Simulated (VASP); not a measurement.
Bulk modulus of diamond and zinc-blende semiconductors: PBEsol against PBE

VASP (plane waves, PAW); cells keep the symmetry of their structure type. Static lattice, from a third-order Birch-Murnaghan fit over five volumes at each level.

Here x stands for PBE B0 and y for PBEsol B0.

| solid | PBE B0 (GPa) | PBEsol B0 (GPa) | cut-off (eV) |
|---|---|---|---|
| CdS | 53.3 | ? | 520 |
| ZnSe | 56.7 | 65.0 | 520 |
| GaAs | 59.6 | 69.2 | 520 |
| BAs | 131.9 | 140.7 | 520 |
| BP | 161.7 | 168.8 | 520 |
| C | 433.7 | 450.2 | 520 |

Q: Fit y against x with a straight line, and predict the withheld value at x = 53.3.

A: With u = x - 169, the rows have u = -112.30, -109.40, -37.10, -7.30, 264.70. Means: u -0.28000, y 178.78. About the means, the sum of products is 98096 and the sum of squares of u is 96075; the slope is their ratio. Least squares gives y = 179.07 + 1.02104·u. Residuals (row less fit): 0.59, 1.83, -0.49, -2.82, 0.86; standard error 2.05 (degrees of freedom: 3). The slope is 1.02 with a standard error of 0.0066. At the withheld row, u = -115.70, so y = 179.07 + 1.02104 × (-115.70) = 60.94 GPa. The calculation gives 61.2 GPa, 0.26 GPa above the prediction (0.1 % of the range of y in the table). The row lies outside the fitted rows, so this is an extrapolation. From the scatter of the fitted rows alone, a prediction at this place has a standard error of 2.37 GPa, so the miss is 0.1 times that.

CdS is here a metastable form; wurtzite is the usual one. The rows are a random draw from the solids of this series computed here; series whose standard error about the line passes 12 to 30 % of the range of y, or with no trend, aren't shown in this form.
